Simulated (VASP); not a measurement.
Here is the system:

```xyz
9
Lattice="6.4025 0.0000 0.0000 -3.2013 5.5448 0.0000 0.0000 0.0000 7.1988" Properties=species:S:1:pos:R:3 pbc="T T T"
Ba     0.0000     5.5448     7.1988
Ba     1.6006     2.7724     2.3996
Ba    -1.6006     2.7724     4.7992
Si     0.0000     1.1606     0.0000
Si     5.3975     0.5803     2.3996
Si     2.1962     4.9645     4.7992
Si     3.2013     4.3842     7.1988
Si    -2.1962     4.9645     2.3996
Si     1.0051     0.5803     4.7992
```

All values below come from PBEsol GGA, VASP's PBE PAW potentials (set 64) (plane waves; VASP). Numerical set-up: 400 eV cut-off, 6×6×5 Γ-centred mesh, tetrahedra with Blöchl corrections, potentials Ba_sv Si.

The cores are frozen, which limits the accuracy of field gradients.

Question: Give the principal components of the electric field gradient (V/Å²) and the asymmetry η at each nucleus.

Answer: 
| atom | Vxx | Vyy | Vzz | η |
|---|---|---|---|---|
| Ba1 | -172.8 | -2.3 | 175.1 | 0.97 |
| Ba2 | -172.8 | -2.3 | 175.1 | 0.97 |
| Ba3 | -172.8 | -2.3 | 175.1 | 0.97 |
| Si4 | -35.0 | -1.3 | 36.2 | 0.93 |
| Si5 | -35.0 | -1.3 | 36.2 | 0.93 |
| Si6 | -35.0 | -1.3 | 36.2 | 0.93 |
| Si7 | -35.0 | -1.3 | 36.2 | 0.93 |
| Si8 | -35.0 | -1.3 | 36.2 | 0.93 |
| Si9 | -35.0 | -1.3 | 36.2 | 0.93 |

The structure was generated: BaSi2 was put into the CrSi2 type (P6_222), which need not be its known phase. It was relaxed first.
